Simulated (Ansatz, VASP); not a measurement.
## MnS: band gap by level of theory

```
Mn S
1.0
     0.00000    2.61225    2.61225
     2.61225    0.00000    2.61225
     2.61225    2.61225    0.00000
Mn S
1 1
Direct
  0.00000 0.00000 0.00000
  0.50000 0.50000 0.50000
```

```tsv
rung	level	program and potentials	cutoff (eV)	k mesh	smearing	spin	band gap (eV)	notes
GGA	PBE	Ansatz, Ansatz PAW	420	6 × 6 × 6	gaussian 0.05	collinear, ferromagnetic start	no gap	10.5 valence electrons an atom on average
GGA	PBE	VASP, PBE PAW files Mn_pv, S, 520 eV	520	6 × 6 × 6	gaussian 0.05	collinear, ferrimagnetic start	no gap	cell of 4 atoms; 9.5 valence electrons an atom on average
GGA	PBE	VASP, PBE PAW files Mn_pv, S, 520 eV	520	6 × 6 × 6	gaussian 0.05	collinear, random start	no gap	9.5 valence electrons an atom on average
GGA	PBE	VASP, PBE PAW files Mn_pv, S, 520 eV	520	6 × 6 × 6	gaussian 0.05	collinear, ferromagnetic start	no gap	9.5 valence electrons an atom on average
GGA + U (3 eV)	PBE+U (Mn d U = 3 eV)	VASP, PBE PAW files Mn_pv, S, 520 eV	520	6 × 6 × 6	gaussian 0.05	collinear, random start	0.25	9.5 valence electrons an atom on average
GGA + U (3 eV)	PBE+U (Mn d U = 3 eV)	VASP, PBE PAW files Mn_pv, S, 520 eV	520	6 × 6 × 6	gaussian 0.05	collinear, antiferromagnetic start	0.87	cell of 4 atoms; 9.5 valence electrons an atom on average
GGA + U (2 eV)	PBEsol+U (Mn d U = 2 eV)	VASP, PBE PAW files Mn_pv, S, 520 eV	520	6 × 6 × 6	gaussian 0.05	collinear, random start	no gap	potentials made for PBE; 9.5 valence electrons an atom on average
GGA + U (4 eV)	PBEsol+U (Mn d U = 4 eV)	VASP, PBE PAW files Mn_pv, S, 520 eV	520	6 × 6 × 6	gaussian 0.05	collinear, random start	0.52	potentials made for PBE; 9.5 valence electrons an atom on average
GGA + U (2 eV)	PBEsol+U (Mn d U = 2 eV)	VASP, PBE PAW files Mn_pv, S, 520 eV	520	6 × 6 × 6	gaussian 0.05	collinear, ferrimagnetic start	0.36	potentials made for PBE; cell of 4 atoms; 9.5 valence electrons an atom on average
GGA + U (2 eV)	PBEsol+U (Mn d U = 2 eV)	VASP, PBE PAW files Mn_pv, S, 520 eV	520	6 × 6 × 6	gaussian 0.05	collinear, ferromagnetic start	no gap	potentials made for PBE; 9.5 valence electrons an atom on average
GGA + U (4 eV)	PBEsol+U (Mn d U = 4 eV)	VASP, PBE PAW files Mn_pv, S, 520 eV	520	6 × 6 × 6	gaussian 0.05	collinear, antiferromagnetic start	0.93	potentials made for PBE; cell of 4 atoms; 9.5 valence electrons an atom on average
```

Task: single point. Gaps are the least found on the k mesh or the band path, and a mesh can miss the band edges. Smearing widths are in eV. The cell comes from a database and isn't always the measured one. All levels ran on this one cell, unrelaxed unless noted. Meshes are those of the run's cell of 2 atoms unless a note names another. Runs on faulty files, with rough fits or with known faults for this quantity aren't shown. No row holds spin-orbit coupling.

By rung: GGA no gap; GGA + U (3 eV) 0.25 to 0.87; GGA + U (2 eV) no gap to 0.36; GGA + U (4 eV) 0.52 to 0.93 (eV).
